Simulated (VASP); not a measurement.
# LuAl3N4: single point with r2SCAN

The system is LuAl3N4.

```
CELL_PARAMETERS angstrom
4.59610 0.00000 0.00000
0.00000 4.59610 0.00000
0.00000 0.00000 4.59610
ATOMIC_POSITIONS crystal
Lu 0.00000 0.00000 0.00000
Al 0.50000 0.50000 0.00000
Al 0.50000 0.00000 0.50000
Al 0.00000 0.50000 0.50000
N 0.73080 0.26920 0.73080
N 0.73080 0.73080 0.26920
N 0.26920 0.26920 0.26920
N 0.26920 0.73080 0.73080
```

The cell was built by a generator and needn't be a form met in nature.

```yaml
Program: VASP 6.6.1
Task: single point
Functional: r2SCAN
Potentials_or_basis: VASP PAW PBE potentials, release 64 (Lu, Al, N)
Cutoff: 520 eV
k_mesh: 6 × 6 × 6
Occupations: gaussian, width 0.03 eV
Spin: no spin polarisation
```

```
Pressure               : -3.7 GPa
Largest force          : 0.049 eV/Å
Band gap on the k mesh : 3.29 eV, indirect (least direct gap 3.88 eV)
```

Forces on the atoms (eV/Å):
```
Lu   0.000  0.000  0.000
Al   0.000  0.000  0.000
Al   0.000  0.000  0.000
Al   0.000  0.000  0.000
N   -0.028  0.028 -0.028
N   -0.028 -0.028  0.028
N    0.028  0.028  0.028
N    0.028 -0.028 -0.028
```

Levels at points of the mesh, in eV from the valence-band top:
| k point | band 25 | band 26 | band 27 | band 28 | band 29 | band 30 |
| --- | --- | --- | --- | --- | --- | --- |
| (0.00, 0.00, 0.00) | -0.59 | -0.59 | -0.59 | 3.29 | 3.55 | 3.55 |
| (0.50, 0.00, 0.00) | -1.19 | 0.00 | 0.00 | 5.03 | 5.03 | 5.19 |
| (0.50, 0.50, 0.00) | -0.89 | -0.19 | -0.19 | 5.73 | 6.22 | 6.75 |
| (0.50, 0.50, 0.50) | -0.36 | -0.36 | -0.36 | 6.10 | 6.10 | 6.10 |

It took 2.5 min on 2 MPI ranks on Intel(R) Xeon(R) Platinum 8488C (Sapphire Rapids), with other jobs on the host, peak memory 0.25 GiB a rank.

Caveat: the PAW data sets were made with another functional, which shifts forces and pressure a little; spin-orbit coupling is left out, which moves the levels of the heavy elements. r2SCAN opens gaps a little over a GGA but as a rule still falls short of measured ones.
